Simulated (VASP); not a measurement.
# Smearing width and scheme for metallic SnBr3 (P6_3/mmc) at r2SCAN: drift of free energy, extrapolated energy, pressure and forces

Widening the smearing of metallic SnBr3 to 0.5 eV lowers the free energy by 47 meV/atom in the Gaussian scheme and by only 0.6 meV/atom in the Methfessel-Paxton scheme, yet the forces on the atoms change by about the same amount in both. An energy that hardly moves is therefore no guarantee that the forces are right.

The brief is to find the widest smearing that can be used to relax the atoms of this crystal, taken as a model conducting contact layer, in a fixed cell on the 4×4×4 mesh. The limits chosen are 1 meV/atom for both the free and the extrapolated energy, 20 MPa for the pressure and 3 meV/Å for the forces. All errors are measured against the Gaussian run at 0.01 eV.

## Calculations

One crystal without a Kohn-Sham gap, SnBr3 (P6_3/mmc, 8 atoms) (hypothetical: elements swapped on a known structure), at r2SCAN; single-point runs at fixed cell and atoms on one k mesh (4×4×4), only the smearing changed. Program: VASP 6.6.1, plane waves and PAW (data sets made for PBE of release 64), scalar-relativistic without spin-orbit coupling, no spin polarisation. Cutoff 400 eV; on the k meshes the divisions times the cell-vector length are 23 Å or more.

Notes on method and selection:

- For Gaussian or Fermi-Dirac smearing the free energy falls as σ² times the density of states at the Fermi level; Methfessel-Paxton schemes cancel the leading order.
- At the smallest widths the mesh is too coarse for the step in the occupations, so the reference carries its own sampling error.
- Runs that did not converge, have known faults or may not be shown are not listed, and runs on Ansatz's PAW sets soft_1 and soft_2 are kept to separate tables.

Columns:

- width (eV): smearing width SIGMA.
- free-energy error (meV/atom): free energy per atom minus that of the run with Gaussian smearing of 0.01 eV.
- energy error (meV/atom): energy per atom, extrapolated to zero smearing as the program prints it, minus that of the run with Gaussian smearing of 0.01 eV.
- pressure error (GPa): pressure minus that of the run with Gaussian smearing of 0.01 eV, compression positive.
- force error (meV/Å): largest difference of the force on an atom against the run with Gaussian smearing of 0.01 eV.
- smearing term (meV/atom): free energy minus the extrapolated energy, per atom.

Input lines of one member:

```
PREC = Accurate
ENCUT = 400
EDIFF = 1E-06
NELM = 100
ISMEAR = 0
SIGMA = 0.01
LREAL = .FALSE.
ALGO = Normal
METAGGA = R2SCAN
LASPH = .TRUE.
NBANDS = 43
LORBIT = 11
ISIF = 2
```

Command (options for logging and memory left out): `vasp_std`

## The series

| member | scheme | width (eV) | free-energy error (meV/atom) | energy error (meV/atom) | pressure error (GPa) | force error (meV/Å) | smearing term (meV/atom) |
| --- | --- | --- | --- | --- | --- | --- | --- |
| σ = 0.01 eV | Gaussian | 0.01 | 0.000 | 0.000 | 0.00000 | 0.00 | −0.049 |
| σ = 0.05 eV | Gaussian | 0.05 | −0.649 | −0.206 | 0.00511 | 0.41 | −0.492 |
| σ = 0.1 eV | Gaussian | 0.10 | −2.066 | −0.207 | 0.02172 | 2.18 | −1.909 |
| σ = 0.2 eV | Gaussian | 0.20 | −8.091 | 0.028 | 0.09612 | 11.43 | −8.168 |
| σ = 0.5 eV | Gaussian | 0.50 | −47.113 | −4.787 | 0.39681 | 21.51 | −42.375 |
| σ = 0.01 eV | Methfessel-Paxton, second order | 0.01 | 0.048 | −0.006 | −0.00240 | 0.34 | 0.005 |
| σ = 0.05 eV | Methfessel-Paxton, second order | 0.05 | −0.068 | −0.055 | 0.00293 | 0.53 | −0.062 |
| σ = 0.1 eV | Methfessel-Paxton, second order | 0.10 | −0.205 | −0.235 | −0.00041 | 1.57 | −0.019 |
| σ = 0.2 eV | Methfessel-Paxton, second order | 0.20 | 0.130 | −0.134 | −0.00719 | 0.47 | 0.215 |
| σ = 0.5 eV | Methfessel-Paxton, second order | 0.50 | −0.593 | −0.358 | 0.03302 | 22.30 | −0.284 |

## The trend and its physics

In the Gaussian scheme the free energy falls at every step, close to quadratically. To leading order

$$F-E_0=-\tfrac14 D\,\sigma^2,$$

where $E_0$ is the energy at zero smearing, $D$ the density of states at the Fermi level (both spins) and $\sigma$ the width. The smearing term divided by $\sigma^2$ is nearly constant from 0.05 to 0.2 eV:

0.492 / 0.05² = 197, 1.909 / 0.1² = 191 and 8.168 / 0.2² = 204, all in meV/atom per eV².

The run at 0.1 eV gives $D$ = 4 × 1.909 / (1000 × 0.1²) = 0.764 states per eV and atom. At 0.5 eV the quotient drops to 42.375 / 0.5² = 170, because the density of states is not constant over so wide a window.

The extrapolated energy has the quadratic term removed. It stays within 0.21 meV/atom of the reference up to 0.2 eV, then falls to −4.787 meV/atom at 0.5 eV, where higher orders matter.

The pressure gets no such correction, since stress and forces are derivatives of the free energy. Its Gaussian error rises at every step, by 0.02172 / 0.1² = 2.17 and 0.09612 / 0.2² = 2.40 GPa per eV². The positive sign is what the formula gives if $D$ grows as the cell expands and the bands narrow; the cell was held fixed, so this remains an inference.

Second-order Methfessel-Paxton smearing cancels the quadratic term in the free energy itself, and with it the matching part of the pressure. Up to 0.2 eV its free-energy error stays within 0.21 meV/atom and its pressure error within 0.0072 GPa. Both change sign along the series, so no power of $\sigma$ describes them. At 0.2 eV the Gaussian pressure error is 0.09612 / 0.00719 = 13.4 times larger.

## Outliers

The Methfessel-Paxton run at 0.5 eV is the deceptive one. Its free energy is off by only −0.593 meV/atom, but its force error is 22.30 meV/Å, and the forces on the bromine atoms have reversed direction. The Gaussian run at 0.5 eV shows the same reversal. In both, the in-plane and axial stresses shift in opposite directions, so the pressure error understates the change in stress. Neither run is fit for relaxation.

The Gaussian run at 0.2 eV has an extrapolated energy only 0.028 meV/atom from the reference. This is a crossing between negative errors at 0.1 and 0.5 eV, not convergence: its force error is 11.43 meV/Å, enough to reverse the small bromine forces already.

The reference is itself imperfect. Its smearing term gives 0.049 / 0.01² = 490 meV/atom per eV², well above the 191 found at 0.1 eV, a sign that the mesh is too coarse for so sharp a step in the occupations.

## Selection

Energies are converted to the cell of 8 atoms by $\Delta F_\text{cell}=8\,\Delta F_\text{atom}$, and the pressure limit of 20 MPa is 0.02 GPa. The energy limit of 1 meV/atom is then 8 meV per cell.

Four of the nine candidate runs fail:

- Gaussian, 0.1 eV: free energy (−2.066 meV/atom) and, narrowly, pressure (0.02172 GPa).
- Gaussian, 0.2 eV: free energy, pressure and forces.
- Gaussian, 0.5 eV: all four limits.
- Methfessel-Paxton, 0.5 eV: pressure (0.03302 GPa) and forces, although both energies pass.

Five runs pass: Gaussian at 0.05 eV and Methfessel-Paxton at 0.01, 0.05, 0.1 and 0.2 eV. The widest is Methfessel-Paxton at 0.2 eV, with a free-energy error of 8 × 0.130 = 1.04 meV per cell, a pressure error of −0.00719 GPa and a force error of 0.47 meV/Å.

The error of r2SCAN against experiment does not enter, because every run is compared with the same functional. The uncertainty of the reference does. Part of it shows in the difference between the two schemes at 0.01 eV: 0.048 meV/atom in free energy, 0.00240 GPa and 0.34 meV/Å. Added to the errors of the widest passing run, this gives 0.130 + 0.048 = 0.178 meV/atom, 0.00719 + 0.00240 = 0.00959 GPa and 0.47 + 0.34 = 0.81 meV/Å, all inside the limits. A mesh error common to both schemes is not covered by this margin.

The pick is Methfessel-Paxton at 0.2 eV, and the runner-up is the same scheme at 0.1 eV. The runner-up has the larger force error, 1.57 meV/Å, so the small value at 0.2 eV probably owes something to cancellation.

Relaxing the cell shape would overturn the pick. In the Methfessel-Paxton run at 0.2 eV the in-plane and axial stresses shift in opposite directions, each by several times the pressure error. If the 20 MPa limit applied to each stress component, the Methfessel-Paxton runs at 0.2 and 0.1 eV would both fail, and the widest width left would be 0.05 eV, in either scheme.

## Conclusions

For this crystal and mesh, Gaussian smearing up to 0.2 eV gives a usable extrapolated energy, but its forces pass only up to 0.1 eV, and its free energy and pressure only up to 0.05 eV. Methfessel-Paxton smearing keeps energies and pressure close to the reference up to 0.2 eV. One further smearing run on this crystal is not listed, so the selection holds among the runs shown.

Two omitted effects probably exceed the spread among the accepted runs. Tin in a formal +3 state tends to split into +2 and +4 sites or to form pairs; such a distortion would lower the energy by roughly tens of meV/atom and could open a gap. Dispersion forces would also lower the energy, and would shift the pressure downwards by roughly some tenths of a GPa.

[Logs are printed without paths, hosts, clocks, repeated set-up lines and the standing remarks that a program may print on its own settings, such as how far it seeks lower states.]
